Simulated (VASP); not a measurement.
An input for Quantum ESPRESSO's pw.x (written as the equivalent of a VASP run, and not itself run):

```
&CONTROL
  calculation = 'vc-relax'
  pseudo_dir = './pseudo'
  outdir = './out'
  tprnfor = .true.
  tstress = .true.
  nstep = 40
  forc_conv_thr = 0.00078
/
&SYSTEM
  ibrav = 0
  nat = 6
  ntyp = 2
  ecutwfc = 84
  occupations = 'smearing'
  smearing = 'gaussian'
  degauss = 0.003675
  input_dft = 'pbe'
/
&ELECTRONS
  conv_thr = 7.3e-08
  electron_maxstep = 100
/
&IONS
/
&CELL
  press = 450
/
ATOMIC_SPECIES
  Si 28.085 Si.upf
  O 15.999 O.upf
CELL_PARAMETERS angstrom
     4.0324513    0.0000000    0.0000000
    -0.0000000    4.0324513    0.0000000
     0.0000000    0.0000000    2.6173116
ATOMIC_POSITIONS crystal
  Si   1.0000000  0.0000000  0.0000000
  Si   0.5000000  0.5000000  0.5000000
  O    0.3027501  0.3027501  1.0000000
  O    0.8027501  0.1972499  0.5000000
  O    0.1972499  0.8027501  0.5000000
  O    0.6972499  0.6972499  0.0000000
K_POINTS automatic
  6 6 8 0 0 0
```

Task: Translate this input to VASP (INCAR, KPOINTS, POSCAR, choice of POTCAR).

Result: This is not unique; one that fits is 
KPOINTS:
```
Regular mesh
0
Gamma
 6 6 8
0 0 0
```

File POSCAR:
```
SiO2
1
    4.0324512869     0.0000000000     0.0000000000
   -0.0000000000     4.0324512869     0.0000000000
    0.0000000000     0.0000000000     2.6173116097
Si O
2 4
Direct
  1.0000000000   0.0000000000   0.0000000000
  0.5000000000   0.5000000000   0.5000000000
  0.3027501483   0.3027501483   1.0000000000
  0.8027501483   0.1972498517   0.5000000000
  0.1972498517   0.8027501483   0.5000000000
  0.6972498517   0.6972498517   0.0000000000
```

**INCAR**
```
ENCUT=620   # plane-wave cut-off (eV)
NELM=100   # most electronic steps
LCHARG=.FALSE.
ALGO=Normal   # blocked Davidson
ISIF=3
SYSTEM=SiO2
ISMEAR=0   # Gaussian
LASPH=.TRUE.   # aspherical one-centre terms
NSW=40
LWAVE=.FALSE.
PSTRESS=450   # kbar
GGA=PE
EDIFFG=-0.02
IBRION=2
PREC=Accurate
EDIFF=1E-6   # SCF stop (eV)
LREAL=.FALSE.   # projection in real space or not
SIGMA=0.05   # width (eV)
```

POTCAR, in this order: Si O (PBE.64 set). Program: vasp_std.

The two are equivalent in intent, not identical: the potentials are each code's own (VASP's PAW set, PseudoDojo norm-conserving files in pw.x), so ENCUT and ecutwfc are chosen apart and not converted; conv_thr bounds pw.x's estimated SCF error, while EDIFF bounds the energy change between steps; forc_conv_thr acts on force components and is met together with etot_conv_thr.

The compound is SiO2 in the rutile structure, stishovite, a high-pressure form. It was relaxed first under an external pressure of 45 GPa.
